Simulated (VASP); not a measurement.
Given:

```yaml
crystal:
  lattice:
    - [4.42763, 0.00000, 0.00000]
    - [-2.21382, 3.83444, 0.00000]
    - [0.00000, 0.00000, 9.72641]
  atoms:
    - { symbol: Hg, position: [0.24139, 0.00000, 0.66667] }
    - { symbol: Hg, position: [0.00000, 0.24139, 0.33333] }
    - { symbol: Hg, position: [0.75861, 0.75861, 0.00000] }
    - { symbol: S, position: [0.54405, 0.00000, 0.16667] }
    - { symbol: S, position: [0.00000, 0.54405, 0.83333] }
    - { symbol: S, position: [0.45595, 0.45595, 0.50000] }
```

These are PBE GGA, VASP's PBE PAW potentials (set 64) (plane waves; VASP 6.6.1) values and carry that method's errors. Settings: 480 eV cut-off, 5×5×2 Γ-centred mesh, Gaussian smearing of 0.050 eV, potentials Hg S.

Without a dispersion term in the relaxation, distances and binding between the weakly bound layers, chains or molecules are unreliable, and so is what depends on them.

**Question.** What does the run give for the energy per atom (σ→0)?

**Answer.** 
- energy per atom (σ→0) = -2.279 eV/atom

Total energies compare only between runs with the same potentials, cut-off and functional.

The structure comes from a computed database's HgS entry (P3_221), a phase known from measurement. It was relaxed first. The start is the result of an earlier pass.
